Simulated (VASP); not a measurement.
Input of a VASP 6.6.1 run:

Contents of INCAR:

```
  ALGO = Normal
  EDIFF = 1E-6
  ENCUT = 520
  GGA = PS
  ISIF = 2
  ISMEAR = 0
  LASPH = T
  LCHARG = F
  LREAL = F
  LWAVE = F
  NELM = 80
  PREC = Accurate
  SIGMA = 0.1
```

Contents of KPOINTS:

```
k-points
0
Gamma
  26 26 26
```

POSCAR

```
TiN
1.0
    0.0000000000      2.1029700000      2.1029700000
    2.1029700000      0.0000000000      2.1029700000
    2.1029700000      2.1029700000      0.0000000000
Ti N
1 1
Direct
    0.0000000000      0.0000000000      0.0000000000
    0.5000000000      0.5000000000      0.5000000000
```

Potentials or basis: VASP PAW PBE potentials, release 64 (Ti_sv, N).

The run is started by

```sh
$ cat potpaw_PBE.64/Ti_sv/POTCAR potpaw_PBE.64/N/POTCAR > POTCAR
$ mpirun -np 1 vasp_std > vasp.out
```

Q: Estimate the pressure.

A: 0.0 GPa.

Q: What does it give for the band gap on the k mesh?

A: None (metal or under the smearing width).

Caveat: the PAW data sets were made with another functional, which shifts forces and pressure a little.
